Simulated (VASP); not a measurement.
A convergence study with VASP on GaN (wurtzite): one setting is varied, all else stays as given below, so the limit is that of these other settings. Each run relaxes cell and ions from the cell shown. The basis is that of the starting cell, so low cut-offs carry a Pulay error.

```
CELL_PARAMETERS angstrom
      1.59500    -2.76262     0.00000
      1.59500     2.76262     0.00000
      0.00000     0.00000     5.19000
ATOMIC_POSITIONS crystal
  Ga 0.66667 0.33333 0.50000
  Ga 0.33333 0.66667 0.00000
  N  0.66667 0.33333 0.87700
  N  0.33333 0.66667 0.37700
```

Computed with PBE GGA, VASP's PBE PAW potentials (set 64) (plane waves; VASP 6.6.1). The tightest run used: 800 eV cut-off, 7×7×4 Γ-centred mesh, Gaussian smearing of 0.050 eV, potentials Ga_d N.

Problem. The settings run are ENCUT = 250; ENCUT = 300; ENCUT = 350; ENCUT = 400; ENCUT = 450; ENCUT = 500; ENCUT = 550; ENCUT = 600; ENCUT = 650; ENCUT = 700; ENCUT = 750; ENCUT = 800. From which on does the relaxed volume stay within 0.1 Å³/atom of the tightest run?

Solution. From ENCUT = 450 on: it is off by 0.068 there and by no more than 0.1 in any finer run, while ENCUT = 400 is off by 0.240.
| setting | relaxed volume (Å³/atom) | E (eV/atom) | plane waves | difference judged (Å³/atom) |
|---|---|---|---|---|
| ENCUT = 250 | 10.184 | -6.2442 | 422 | 1.582 |
| ENCUT = 300 | 10.851 | -6.1091 | 556 | 0.915 |
| ENCUT = 350 | 11.247 | -6.0709 | 695 | 0.519 |
| ENCUT = 400 | 11.526 | -6.0768 | 848 | 0.240 |
| ENCUT = 450 | 11.698 | -6.0810 | 1014 | 0.068 |
| ENCUT = 500 | 11.759 | -6.0814 | 1182 | 0.007 |
| ENCUT = 550 | 11.766 | -6.0814 | 1358 | 0.000 |
| ENCUT = 600 | 11.759 | -6.0819 | 1542 | 0.008 |
| ENCUT = 650 | 11.755 | -6.0827 | 1762 | 0.011 |
| ENCUT = 700 | 11.757 | -6.0836 | 1935 | 0.009 |
| ENCUT = 750 | 11.762 | -6.0842 | 2150 | 0.005 |
| ENCUT = 800 | 11.766 | -6.0847 | 2388 | 0.000 |

Left out are rungs that failed or repeat a setting and relaxations that didn't move; long series are thinned to 24 rows.

The compound is GaN in the wurtzite structure.
